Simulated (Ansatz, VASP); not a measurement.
# One calculation of NbTl4, two programs

```
CELL_PARAMETERS angstrom
-3.36963 3.36963 3.36963
3.36963 -3.36963 3.36963
3.36963 3.36963 -3.36963
ATOMIC_POSITIONS crystal
Nb 0.00000 0.00000 0.00000
Tl 0.00000 0.00000 0.50000
Tl 0.50000 0.00000 0.00000
Tl 0.50000 0.50000 0.50000
Tl 0.00000 0.50000 0.00000
```

Change from the starting cell: species swapped into the NiHg4 type (Im-3m, No. 229).

Alike in both runs: task relaxation of cell and atoms; functional PBE; k mesh 8 × 8 × 8; occupations gaussian, width 0.1 eV; no spin polarisation.

|  | VASP | Ansatz |
| --- | --- | --- |
| version | VASP 6.6.1 | Ansatz 0.2.0 |
| potentials or method | VASP PAW PBE potentials, release 64 (Nb_sv, Tl_d) | scalar-relativistic, plane waves, PAW |
| plane-wave cutoff (eV) | 600 | 420 |
| valence electrons in the cell | 65 | 65 |

```csv
,VASP,Ansatz,Ansatz less VASP
"gap on the k mesh at the Fermi level, each at its own relaxed structure (eV)",none,none,-
relaxed volume (Å³/atom),30.41,30.44,+0.031
relaxed cell length with the largest relative difference (Å),5.824,5.826,+0.0020
```

A gap of «none» marks a metal or a gap that the smearing closes.

Spin-orbit coupling is left out, which matters for the levels of Tl.
